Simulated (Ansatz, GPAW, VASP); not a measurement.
One structure in several programs: GaCu₃ (P6_3/mmc, 8 atoms in the cell)

Self-consistent single point, at a second geometry (lattice scaled by 0.98). First geometry:

```yaml
crystal:
  lattice:
    - [5.15739, 0.00000, 0.00000]
    - [-2.57870, 4.46643, 0.00000]
    - [0.00000, 0.00000, 4.20124]
  atoms:
    - { symbol: Ga, position: [0.33333, 0.66667, 0.75000] }
    - { symbol: Ga, position: [0.66667, 0.33333, 0.25000] }
    - { symbol: Cu, position: [0.16539, 0.33077, 0.25000] }
    - { symbol: Cu, position: [0.83461, 0.66923, 0.75000] }
    - { symbol: Cu, position: [0.83461, 0.16539, 0.75000] }
    - { symbol: Cu, position: [0.16539, 0.83461, 0.25000] }
    - { symbol: Cu, position: [0.66923, 0.83461, 0.25000] }
    - { symbol: Cu, position: [0.33077, 0.16539, 0.75000] }
```

Shared settings, as Ansatz (a quantum-chemistry and plane-wave program) writes them: kpoints.mp_grid.grid = 5 5 5; scf.occupations.method = gaussian; scf.occupations.width = 0.1 eV. Potentials and cutoffs stand in the table.

```json
[
 {"code": "Ansatz", "model": "LDA (PW92), PAW files made with PBE", "ΔF from the first geometry (meV/atom)": "-10.8", "pressure (GPa)": "2.55", "largest force (eV/Å)": "0.022", "cutoff": "420 eV"},
 {"code": "GPAW", "model": "LDA (Perdew-Wang 92), GPAW PAW datasets LDA (gpaw-data 1.0.1)", "ΔF from the first geometry (meV/atom)": "-2.3", "pressure (GPa)": "4.29", "largest force (eV/Å)": "0.047", "cutoff": "850 eV"},
 {"code": "VASP", "model": "LDA (PZ), VASP's LDA PAW potentials (set 64)", "ΔF from the first geometry (meV/atom)": "-6.9", "pressure (GPa)": "1.08", "largest force (eV/Å)": "0.024", "cutoff": "300 eV"}
]
```

For GPAW (by 0.4 GPa) and VASP (by 2.3 GPa) the energy change implies a higher mean pressure, against the two pressures, than for the other programs: a sign of finite-basis (Pulay) stress.

On Ansatz's run: spin polarisation is off.

The spread over the programs that give each value: ΔF from the first geometry within 8.5 meV/atom; pressure within 3.21 GPa; largest force within 0.025 eV/Å.

Ansatz's pressure is given at a fixed set of plane waves, as the other plane-wave codes print theirs; with its correction for the finite basis it is 2.64 GPa. The same LDA comes in different parametrisations, which differ slightly.

VASP's run is marked for a possible Pulay error in its stress at this cutoff; no cutoff test was made.

The starting cell comes from a database of computed structures (which also holds hypothetical and non-ambient phases and stackings), without a prior relaxation at this level. For this run, on top of that: lattice scaled by 0.98.

Left out of this page: Quantum ESPRESSO and SIESTA (not drawn, or without a comparable value); ABINIT and FLEUR (with a known weakness of the program); Elk (unsound by tests on forces, stress, charge or solver warnings).

Keys are those of Ansatz 0.2.
